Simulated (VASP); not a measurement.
Write the native input for VASP 6.6.1 that does the following.

```yaml
Task: relaxation of cell and atoms
Functional: PBE
Potentials_or_basis: VASP PAW PBE potentials, release 64 (Ga_d, Bi_d, O)
Cutoff: 520 eV
k_mesh: 3 × 3 × 3
Occupations: gaussian, width 0.15 eV
Spin: no spin polarisation
Further_INCAR_settings: PREC = Normal; ALGO = Fast; EDIFF = 0.0001; IBRION = 2; EDIFFG = -0.08; NSW = 24; ISIF = 3
```

The structure of Ga3BiO4 lies in POSCAR:

```
Ga3BiO4
1.0
   -3.2102432000      3.2102432000      3.2102432000
    3.2102432000     -3.2102432000      3.2102432000
    3.2102432000      3.2102432000     -3.2102432000
Ga Bi O
3 1 4
Direct
    0.5000000000      0.5000000000      0.0000000000
    0.5000000000      0.0000000000      0.5000000000
    0.0000000000      0.5000000000      0.5000000000
    0.0000000000      0.0000000000      0.0000000000
    0.6637862300      0.6637862300      0.6637862300
    0.3362137700      0.0000000000      0.0000000000
    0.0000000000      0.3362137700      0.0000000000
    0.0000000000      0.0000000000      0.3362137700
```

The cell was built by a generator and needn't be a form met in nature.

The input as run:

INCAR

```
PREC = Normal
ENCUT = 520
EDIFF = 1E-4
ISMEAR = 0
SIGMA = 0.15
LREAL = F
LASPH = T
NELM = 60
ALGO = Fast
ISIF = 3
LWAVE = F
LCHARG = F
GGA = PE
IBRION = 2
NSW = 24
EDIFFG = -0.08
```

KPOINTS

```
Automatic mesh
0
Gamma
  3 3 3
```

Potentials or basis: VASP PAW PBE potentials, release 64 (Ga_d, Bi_d, O).

Command:

```bash
$ cat potpaw_PBE.64/Ga_d/POTCAR potpaw_PBE.64/Bi_d/POTCAR potpaw_PBE.64/O/POTCAR > POTCAR
$ mpirun -np 1 vasp_std > vasp.out
```

Results of the run:

```json
{"Relaxed volume": "18.21 Å³/atom", "Relaxed cell": "a = 5.741 Å, b = 5.741 Å, c = 5.741 Å, α = 109.47°, β = 109.47°, γ = 109.47°", "Space group after relaxing (to 0.05 Å)": "I-43m (No. 217)", "Energy gained by relaxing": "185.4 meV/atom", "Ionic steps": "4", "Pressure after relaxing": "-0.7 GPa", "Largest force after relaxing": "0.025 eV/Å", "Band gap on the k mesh": "0.84 eV, indirect (least direct gap 1.09 eV)"}
```

Caveat: the k mesh is coarse (spacing up to 0.46 Å⁻¹), so the values aren't converged; spin-orbit coupling is left out, which as a rule narrows the gap of such compounds by several tenths of an eV; an odd mesh through Γ misses points on the zone boundary, where band edges often lie; the relaxation stopped at a loose force limit of 0.08 eV/Å, so its end isn't a converged minimum.

Run time: 88 s on 1 thread of Intel(R) Xeon(R) Platinum 8488C (Sapphire Rapids) (shared host), peak memory 0.19 GiB.
